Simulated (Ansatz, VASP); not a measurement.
**CoO: VASP beside Ansatz**

Wanted: the spread between two codes on one cell, functional and k mesh. The cell is taken from a series of runs on this material, whose earlier steps may have relaxed, scaled, displaced or heated it; both programs get it as it stands.

Calculated with Ansatz 0.2.0; plane waves, with VASP 6.6.1 beside it; elastic constants at LDA.

## 1. The structure

Symmetry: Fm-3m, No. 225, cubic system. The conventional cell has a = 4.263 Å, b = 4.263 Å, c = 4.263 Å, α = 90.00°, β = 90.00°, γ = 90.00°. Nearest to Co lie 6 O at 2.13 Å. Nearest to O lie 6 Co at 2.13 Å. Farther neighbours and most contacts between anions are not listed.

Coordinates:

```cif
data_structure
_symmetry_space_group_name_H-M 'P 1'
_symmetry_Int_Tables_number 1
_cell_length_a 3.0144
_cell_length_b 3.0144
_cell_length_c 3.0144
_cell_angle_alpha 60.000
_cell_angle_beta 60.000
_cell_angle_gamma 60.000
_cell_volume 19.37
loop_
_atom_site_label
_atom_site_type_symbol
_atom_site_fract_x
_atom_site_fract_y
_atom_site_fract_z
_atom_site_occupancy
Co1 Co 0.00000 0.00000 0.00000 1
O2 O 0.50000 0.50000 0.50000 1
```

## 2. Ansatz: elastic constants, LDA

Ansatz runs on its default PAW (the set named soft_2) files.

Elastic constants are differences of stresses under small strains, so they test the stress and the mesh.

input.yaml

```yaml
crystal:
  lattice:
    - [0.0, 2.1315, 2.1315]
    - [2.1315, 0.0, 2.1315]
    - [2.1315, 2.1315, 0.0]
  atoms:
    - { symbol: Co, position: [0.0, 0.0, 0.0], spin: 2.58 }
    - { symbol: O, position: [0.5, 0.5, 0.5], spin: 0.37 }
kpoints:
  mp_grid: { grid: [8, 8, 8] }
hamiltonian:
  xc: lda
scf:
  occupations: { method: fermi_dirac, width: 0.08 }
output:
  forces: true
  stress: true
  eigenvalues: true
  populations: true
basis:
  ecutwfc: 260.0
magnetization:
  spin_polarized: true
elastic:
  mode: relaxed_ion
  amplitude: 0.01
```

The run is started by

```console
$ ansatz run input.yaml --threads 8 --pin off --max-ram 14336MiB --backend cpu --events-out ev --progress --plain --runs-dir out
```

Numbers of over 12 decimals in the logs are rounded to 6 here.

Log:

```text
Warning: basis.ecutwfc = 260 eV is below the records' recommended 420 eV, and the density's cutoff is lower with it unless basis.ecutrho_ratio is high enough to keep the records' density cutoff: compare with a run at a higher cutoff
Engine: ansatz 0.2.0, x86_64-unknown-linux-gnu
Pseudopotentials: kind: paw
Pseudopotential: Co, paw, valence charge 17, recommended cutoff 420 eV (normal), Co.paw.azcp
Pseudopotential: O, paw, valence charge 6, recommended cutoff 420 eV (normal), O.paw.azcp
Functional definition: SPW92
  exchange = slater_x
  correlation = pw_c
Crystal: 2 atoms, lattice volume = 19.368 Å³
Basis set: ecut = 260 eV, 169 PW (Γ)
Bands: 17, of which v1, the nominal top of the filled ones, is band 12 counted from 1 (11 counted from 0)
Symmetry: 48 space group operations
Space group: Fm-3m (ITA 225), of the structure as read, at distance tolerance 2.7e-5 Å
Magnetic group: BNS 225.116 (UNI 1618), of the structure as read, at distance tolerance 2.7e-5 Å
k-points: 29 of 512
Non-local potential: Co, projectors of the file, l = 0: 3, l = 1: 2, l = 2: 3, l = 3: 1
Non-local potential: O, projectors of the file, l = 0: 2, l = 1: 2, l = 2: 1
PAW form: soft (Blöchl's): semilocal exchange-correlation on the pseudo side does not see the compensation charge
PAW frozen core: Co, regenerated for the run's functional, and the local potential with it (the file was generated under x = pbe(κ = 0.804, μ = 0.219515), c = pbe(β = 0.066725))
PAW frozen core: O, regenerated for the run's functional, and the local potential with it (the file was generated under x = pbe(κ = 0.804, μ = 0.219515), c = pbe(β = 0.066725))
PAW one-centre angular grid: Co, 590 points (default); XC on 64 Gauss nodes
PAW one-centre angular grid: O, 110 points (default); XC on 64 Gauss nodes
Initial density: superposition of atomic densities (chi_scale 0.1, normalization cell, long waves kept (reshape's long-wave potential 0.00 eV rms))
Starting moments: Σ|m| = 2.95 μB on 2 of 2 sites
Initial wavefunctions: pseudopotential atomic-orbital guess
Functional: x = slater, c = lda
SCF 1 converged in 13 iterations: F = -5611.907432 eV  dr2 = 2.11e-10
  greatest PAW one-centre occupation: 1.010 electrons in one spin orbital (limit 2), on the Co atom at site 0 (counted from 0), in its partial waves of l = 1
a single point of the input's cell can leave the moments in the input for a lower state (scf.lower_state_search): this run first made a single point of its cell. This run's own SCFs start from the density of the state that the single point found, with the moments in the input. The single point stayed on the moments in the input.
Initial density: read from a saved state, or passed on in memory by an earlier SCF of this step, an earlier step, the calling program or the single point that the run made first
Stability of the state it starts from, as read at its close in the collinear treatment: not read negative (Ritz values of 1 − χ₀K, real part plus size of imaginary part, from 0.55 to 1.0, by its mixing steps under the symmetry group of the SCF that read it); its run was given moments
Starting moments: Σ|m| = 2.95 μB on 2 of 2 sites; this step starts from the density that it was given
iter 1 solved again at ethr=1.06e-9 eV; its pass at ethr=3.10e-3 eV (dr2=2.44e-7 eV) is discarded
SCF iter   1: F=—  HF=-5611.907432 eV  |F-HF|=—  |Δ(HF+E_count)|=         —  Δρ=2.08e-6 (↑2.08e-6 ↓1.62e-6)  dr2=4.95e-11  dr2_m=5.75e-10  M=2.778 μB ∫|m|=2.790 μB  β_m=0.65  ethr=1.06e-9  ⟨swp⟩=3.3  Hψ=6982  notcnv=0
preconditioner: auto → none  [metal: Δε(μ)=0.009 eV  Ē_g=13.583 eV  σ=0.080 eV  W_gap=0.03  n_scr=0 (ndim 8)  ℏωp=32.7 eV  f_vac=0.000  D(μ)=4.27/eV (n_scr^D=64)]
SCF iter   2: F=—  HF=-5611.907432 eV  |F-HF|=—  |Δ(HF+E_count)|=  8.55e-11  Δρ=9.99e-7 (↑5.60e-7 ↓9.99e-7)  dr2=3.60e-11  dr2_m=9.87e-11  M=2.778 μB ∫|m|=2.790 μB  β_m=0.65  ethr=2.15e-13 (applied; sched 1.00e-12)  ⟨swp⟩=2.4  Hψ=1742  notcnv=0
SCF iter   3: F=—  HF=-5611.907432 eV  |F-HF|=—  |Δ(HF+E_count)|=  1.82e-11  Δρ=6.32e-7 (↑6.32e-7 ↓3.40e-7)  dr2=9.25e-11  dr2_m=6.71e-12  M=2.778 μB ∫|m|=2.790 μB  β_m=0.52  ethr=1.56e-13 (applied; sched 1.00e-12)  ⟨swp⟩=2.0  Hψ=1709  notcnv=0
SCF iter   4: F=—  HF=-5611.907432 eV  |F-HF|=—  |Δ(HF+E_count)|=  2.82e-11  Δρ=4.44e-8 (↑4.44e-8 ↓3.97e-8)  dr2=2.14e-14  dr2_m=3.06e-13  M=2.778 μB ∫|m|=2.790 μB  β_m=0.64  ethr=4.02e-13 (applied; sched 1.00e-12)  ⟨swp⟩=2.6  Hψ=1614  notcnv=0
SCF iter   5: F=—  HF=-5611.907432 eV  |F-HF|=—  |Δ(HF+E_count)|=  9.09e-13  Δρ=2.46e-8 (↑6.19e-9 ↓2.46e-8)  dr2=7.32e-14  dr2_m=3.54e-14  M=2.778 μB ∫|m|=2.790 μB  β_m=0.82  ethr=4.35e-16 (applied; sched 1.00e-12)  ⟨swp⟩=2.0  Hψ=1405  notcnv=0
[...]
SCF iter   5: F=—  HF=-5611.924382 eV  |F-HF|=—  |Δ(HF+E_count)|=   4.72e-6  Δρ=1.26e-4 (↑1.26e-4 ↓1.23e-4)  dr2=8.68e-7  dr2_m=2.48e-6  M=2.793 μB ∫|m|=2.805 μB  β_m=0.48  ethr=1.00e-12  ⟨swp⟩=3.5  Hψ=8291  notcnv=0  defer=1
SCF iter   6: F=—  HF=-5611.924383 eV  |F-HF|=—  |Δ(HF+E_count)|=   7.51e-7  Δρ=2.39e-5 (↑1.79e-5 ↓2.39e-5)  dr2=2.07e-8  dr2_m=5.52e-8  M=2.795 μB ∫|m|=2.807 μB  β_m=0.74  ethr=1.00e-12  ⟨swp⟩=3.0  Hψ=7794  notcnv=0  defer=1
[...]
SCF 10 converged in 12 iterations: F = -5611.924383 eV  dr2 = 6.60e-14
WARN: the elastic stencil's two pairs of strained cells disagree: C11 (strain 11) reads -0.53 GPa from the cells at ±δ and -25.87 from those at ±2δ, which the stencil makes 7.91; C44 (strain 23) reads -10.31 GPa from the cells at ±δ and 12.20 from those at ±2δ, which the stencil makes -17.82; the limit is 2 % of the column's largest entry (no column's own pairs agree, so each is held to its own). A stress that is smooth and near linear over the cells gives both pairs one slope, so the constants of these columns, the constants that the crystal's symmetry builds from them and the moduli and the stability verdict built on them are in doubt. [rest of the remark cut]
SCF converged after 7 iterations
Magnetization: 2.7775 μB (12.8888 up, 10.1112 down)
Absolute magnetization: 2.7895 μB (∫|ρ↑−ρ↓|)
Spin contamination: 0.0081 ħ² per cell (⟨S²⟩ above its minimum at these occupations)
Per-site moments (μB) at R_I (Å): [(2.341360, 0.87924375), (0.332261, 0.87924375)]
Free energy (F): -5611.907432 eV
Harris-Foulkes:  -5611.907432 eV  (|F-HF|=9.09e-13)
Internal energy: -5611.820588 eV  (E = F + TS)
E sigma→0 (E₀):  -5611.864010 eV
Entropy (-TS):   -0.086844 eV (-43.422 meV/atom)
Fermi energy:    13.006732 eV
--- Per-component energies (eV) ---
  E_band       = -321.657212
  E_kinetic    = 627.324180
  E_local      = -3458.555951  (includes V_loc(G=0)·N_el)
  E_nonlocal   = 543.625713
  E_hartree    = 1421.594426
  E_xc         = -226.639867
  E_vxc        = -293.324166  (∫ρ·V_xc dr)
  E_paw        = -1627.620445  (= ΣΔE_a)
  E_vpaw       = -583.917093  (= ΣTr[D̂ρ^β])
  E_aug_tail   = 0.001250  (compensation charges beyond the density's cutoff)
  E_ewald      = -2892.065066
  E_core_change = 0.515172  (= ΣΔE_core)
  E_smearing   = -0.086844  (= −TS)
  E_closure    = 0.000000  (closes the sum)
  Σ components = -5611.907432   (vs F -5611.907432, Δ=0.00e0)
--- Forces (eV/Å), atoms counted from 1 ---
  atom   1  Co    -0.00000000     0.00000000    -0.00000000
  atom   2  O      0.00000000    -0.00000000     0.00000000
  max |Σ_I F_I| component: 1.89e-29 eV/Å
--- Stress (GPa, compression-positive) ---
      -26.249011      -0.000000       0.000000
        0.000000     -26.249011       0.000000
        0.000000       0.000000     -26.249011
  P = ⅓ Tr σ = -26.2490 GPa (-262.490 kbar)
--- Band table (eV; the first three rows and the last of 58) ---
  k-point 0 ↑: bands = [... 8 lower, 10.0887, 10.0887, 10.2028, 10.2028, 10.2028, 14.1196, 29.9152, 31.1971, ... 1 higher]
  k-point 1 ↑: bands = [... 8 lower, 10.2485, 10.2485, 10.5334, 11.2411, 11.2411, 15.1035, 27.4709, 30.5882, ... 1 higher]
  k-point 2 ↑: bands = [... 8 lower, 10.4574, 10.4574, 10.7424, 12.2588, 12.2588, 16.7311, 24.5953, 28.7576, ... 1 higher]
  k-point 28 ↓: bands = [... 8 lower, 12.6027, 12.6027, 13.0234, 13.2927, 14.0745, 22.0044, 23.5427, 23.5427, ... 1 higher]
--- Elastic constants: 2 strain directions × 4 members + reference (group order 48) ---
  dense FFT box of the reference and of every strained cell: 18×18×18
  strains applied: 11, 23; error gains: componentwise 1.00 (the most a stress slope's error grows in a printed constant), spectral 1.73 (1 for all six strains in a standard setting)
  C = ∂σ_k/∂η_j (tension-positive GPa; Voigt order 11 22 33 23 13 12):
         7.912     96.922     96.922     -0.000      0.000      0.000
        96.922      7.912     96.922      0.000      0.000     -0.000
        96.922     96.922      7.912      0.000     -0.000      0.000
        -0.000     -0.000      0.000    -17.820     -0.000      0.000
        -0.000      0.000      0.000      0.000    -17.820     -0.000
        -0.000      0.000      0.000      0.000      0.000    -17.820
  reference stress σ⁰ (GPa):     26.249     26.249     26.249     -0.000     -0.000     -0.000
  C* (energy form; C + prestress term) asymmetry max|C*_kj − C*_jk| = 4.263e-14 GPa — a small one proves nothing (zero by symmetry where the batch's group is 432, −43m or m−3m); a large one is finite-difference/SCF noise where every solve meets its electron count
  moduli (Voigt/Reuss/Hill, GPa): K = 67.25/67.25/67.25   G = -28.49/-23.44/-25.97   E = -89.41   ν = 0.722
  mechanically stable: NO (min eigenvalue of sym C = -89.01 GPa)
  strain η (Voigt 11):  stress-route row diagonal C_11 = 7.91 GPa, energy-path curvature d²(F+E_count+ΔE)/dδ²/Ω₀ = 127.27 GPa
    cells at ±δ against ±2δ: C11 -0.53 and -25.87 GPa, apart by 26.14 % of the column's largest entry
         δ    σ_11 (GPa)             F (eV)   n_scf  n_hpsi   n_pw
    -2.000e-2      24.5727       -5612.0007208      13   45057    190   relax 0 steps, max|allowed force component| 4.29e-30 eV/Å
    -1.000e-2      25.6157       -5611.9839811      12   67052    196   relax 0 steps, max|allowed force component| 7.89e-31 eV/Å
     1.000e-2      25.6050       -5611.8763993      12   64913    200   relax 0 steps, max|allowed force component| 4.04e-30 eV/Å
     2.000e-2      23.5378       -5611.8307311      12   47950    200   relax 0 steps, max|allowed force component| 1.77e-30 eV/Å
  strain η (Voigt 23):  stress-route row diagonal C_44 = -17.82 GPa, energy-path curvature d²(F+E_count+ΔE)/dδ²/Ω₀ = 106.91 GPa
    cells at ±δ against ±2δ: C44 -10.31 and 12.20 GPa, apart by 126.35 % of the column's largest entry
         δ    σ_23 (GPa)             F (eV)   n_scf  n_hpsi   n_pw
    -2.000e-2      -0.2440       -5611.9310757      14   82032    192   relax 0 steps, max|allowed force component| 2.13e-29 eV/Å
    -1.000e-2       0.1031       -5611.9243829      12  106841    197   relax 0 steps, max|allowed force component| 9.84e-30 eV/Å
     1.000e-2      -0.1032       -5611.9243830      12  106609    197   relax 0 steps, max|allowed force component| 6.46e-30 eV/Å
     2.000e-2       0.2440       -5611.9310758      13   78630    192   relax 0 steps, max|allowed force component| 1.48e-29 eV/Å
--- Löwdin populations: 2 sites ---
  site symbol       q [e]    m [muB]
     0     Co     15.9908     2.3526
     1      O      6.9114     0.4222
  spilling = 0.004253 (of n_electrons = 23.000000)
```

The column dr2 measures how far the density is from self-consistency, as an energy; F and HF (Harris–Foulkes) agree once it is small.

(Part 1 of 2 ends here.)

[Lines on the potential files, build, host, timing and source positions are cut from VASP's logs without a mark.]

[Logs are printed without paths, hosts, clocks, repeated set-up lines and the standing remarks that a program may print on its own settings, such as how far it seeks lower states.]

[Hosts, paths, dates, database ids (printed as entryN), source tags and the programs' standing remarks are cut or masked in the printed files.]
